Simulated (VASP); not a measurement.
Energy against volume of CsSnI3 (cubic perovskite). These are SCAN meta-GGA, VASP's PBE PAW potentials (set 64) (plane waves; VASP) values and carry that method's errors. Numerical set-up: 520 eV cut-off, 4×4×4 Γ-centred mesh, Gaussian smearing of 0.050 eV, potentials Cs_sv Sn_d I.

```
V (Å³/atom)  E (eV/atom)
-----------  -----------
45.474         -37.72754
46.925         -37.73514
48.377         -37.73721
49.828         -37.73465
```

Task: Fit these four points and predict the energy of the run at 51.279 Å³/atom.

Result: A cubic in V^(−2/3), the third-order Birch-Murnaghan form, passes through the four points with V0 = 48.26 Å³/atom and B0 = 17 GPa, and gives -37.7282 eV/atom there. The run gave -37.7280 eV/atom, +0.2 meV/atom from the fit; all five points give B0 = 17 GPa.

The compound is CsSnI3 in the cubic perovskite structure, the ideal cubic form; the compound distorts at low or room temperature. It was relaxed first.
